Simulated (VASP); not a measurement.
Consider the following.

```yaml
crystal:
  lattice:
    - [0.00000, 2.81370, 2.81370]
    - [2.81370, 0.00000, 2.81370]
    - [2.81370, 2.81370, 0.00000]
  atoms:
    - { symbol: Fe, position: [0.75000, 0.75000, 0.75000] }
    - { symbol: Fe, position: [0.25000, 0.25000, 0.25000] }
    - { symbol: Fe, position: [0.50000, 0.50000, 0.50000] }
    - { symbol: Si, position: [0.00000, 0.00000, 0.00000] }
```

The numbers are results of PBEsol GGA, VASP's PBE PAW potentials (set 64) (plane waves; VASP), not measurements. Run with 300 eV cut-off, 7×7×7 Γ-centred mesh, Fermi-Dirac smearing of 0.050 eV, potentials Fe Si.

At this cut-off the stress carries a Pulay error, which pulls relaxed volumes low. The run has a spin-polarised start.

**Question.** Give the stress tensor in GPa (positive for a compressed cell).

**Answer.** 
```
-11.16    0.00    0.00
  0.00  -11.16    0.00
  0.00    0.00  -11.16
```
The pressure is its mean diagonal, -11.16 GPa.

The structure comes from a computed database's Fe3Si entry; how it stands against other phases isn't given here. The cell was not relaxed at this level.
